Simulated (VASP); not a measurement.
Consider the following.

```
ZrC
1.0
    0.00000     2.39671     2.39671
    2.39671     0.00000     2.39671
    2.39671     2.39671     0.00000
Zr C
1 1
Direct
  0.00000   0.00000   0.00000
  0.50000   0.50000   0.50000
```

Level of theory: vdW-DF2, VASP's PBE PAW potentials (set 64) (plane waves; VASP 6.6.1). Run with 520 eV cut-off, 15×15×15 Γ-centred mesh, tetrahedra with Blöchl corrections, potentials Zr_sv C.

**Question.** Tabulate the total density of states (states/eV per cell) against energy (eV; zero at the valence-band maximum or, without a gap, the Fermi level).

**Answer.** 
```json
[
 {"E (eV)": "-9.98", "DOS (states/eV)": "0.38"},
 {"E (eV)": "-9.74", "DOS (states/eV)": "1.19"},
 {"E (eV)": "-9.50", "DOS (states/eV)": "1.50"},
 {"E (eV)": "-9.26", "DOS (states/eV)": "1.99"},
 {"E (eV)": "-9.02", "DOS (states/eV)": "1.74"},
 {"E (eV)": "-8.90", "DOS (states/eV)": "1.18"},
 {"E (eV)": "-8.66", "DOS (states/eV)": "0.47"},
 {"E (eV)": "-8.42", "DOS (states/eV)": "0.10"},
 {"E (eV)": "-8.18", "DOS (states/eV)": "0.00"},
 {"E (eV)": "-7.94", "DOS (states/eV)": "0.00"},
 {"E (eV)": "-7.70", "DOS (states/eV)": "0.00"},
 {"E (eV)": "-7.46", "DOS (states/eV)": "0.00"},
 {"E (eV)": "-7.22", "DOS (states/eV)": "0.00"},
 {"E (eV)": "-6.98", "DOS (states/eV)": "0.00"},
 {"E (eV)": "-6.74", "DOS (states/eV)": "0.00"},
 {"E (eV)": "-6.62", "DOS (states/eV)": "0.00"},
 {"E (eV)": "-6.38", "DOS (states/eV)": "0.00"},
 {"E (eV)": "-6.14", "DOS (states/eV)": "0.00"},
 {"E (eV)": "-5.90", "DOS (states/eV)": "0.00"},
 {"E (eV)": "-5.66", "DOS (states/eV)": "0.00"},
 {"E (eV)": "-5.42", "DOS (states/eV)": "0.00"},
 {"E (eV)": "-5.18", "DOS (states/eV)": "0.00"},
 {"E (eV)": "-4.94", "DOS (states/eV)": "0.01"},
 {"E (eV)": "-4.70", "DOS (states/eV)": "0.18"},
 {"E (eV)": "-4.46", "DOS (states/eV)": "0.32"},
 {"E (eV)": "-4.34", "DOS (states/eV)": "0.39"},
 {"E (eV)": "-4.10", "DOS (states/eV)": "0.63"},
 {"E (eV)": "-3.86", "DOS (states/eV)": "1.01"},
 {"E (eV)": "-3.62", "DOS (states/eV)": "1.07"},
 {"E (eV)": "-3.38", "DOS (states/eV)": "1.16"},
 {"E (eV)": "-3.14", "DOS (states/eV)": "1.11"},
 {"E (eV)": "-2.90", "DOS (states/eV)": "0.79"},
 {"E (eV)": "-2.66", "DOS (states/eV)": "1.58"},
 {"E (eV)": "-2.42", "DOS (states/eV)": "3.26"},
 {"E (eV)": "-2.18", "DOS (states/eV)": "4.71"},
 {"E (eV)": "-2.06", "DOS (states/eV)": "3.71"},
 {"E (eV)": "-1.82", "DOS (states/eV)": "2.12"},
 {"E (eV)": "-1.58", "DOS (states/eV)": "1.55"},
 {"E (eV)": "-1.34", "DOS (states/eV)": "1.10"},
 {"E (eV)": "-1.10", "DOS (states/eV)": "0.85"},
 {"E (eV)": "-0.86", "DOS (states/eV)": "0.68"},
 {"E (eV)": "-0.62", "DOS (states/eV)": "0.54"},
 {"E (eV)": "-0.38", "DOS (states/eV)": "0.34"},
 {"E (eV)": "-0.14", "DOS (states/eV)": "0.21"},
 {"E (eV)": "0.10", "DOS (states/eV)": "0.29"},
 {"E (eV)": "0.22", "DOS (states/eV)": "0.31"},
 {"E (eV)": "0.46", "DOS (states/eV)": "0.36"},
 {"E (eV)": "0.70", "DOS (states/eV)": "0.42"},
 {"E (eV)": "0.94", "DOS (states/eV)": "0.51"},
 {"E (eV)": "1.18", "DOS (states/eV)": "0.64"},
 {"E (eV)": "1.42", "DOS (states/eV)": "0.67"},
 {"E (eV)": "1.66", "DOS (states/eV)": "0.73"},
 {"E (eV)": "1.90", "DOS (states/eV)": "0.78"},
 {"E (eV)": "2.14", "DOS (states/eV)": "0.85"},
 {"E (eV)": "2.38", "DOS (states/eV)": "0.93"},
 {"E (eV)": "2.50", "DOS (states/eV)": "1.00"},
 {"E (eV)": "2.74", "DOS (states/eV)": "1.27"},
 {"E (eV)": "2.98", "DOS (states/eV)": "1.08"},
 {"E (eV)": "3.22", "DOS (states/eV)": "1.16"},
 {"E (eV)": "3.46", "DOS (states/eV)": "1.49"}
]
```
Within 2 eV below the Fermi level the largest weight inside VASP's projection spheres is Zr d, then C p.

The compound is ZrC in the rock salt structure. It was relaxed first, which changed the volume by +6 %.
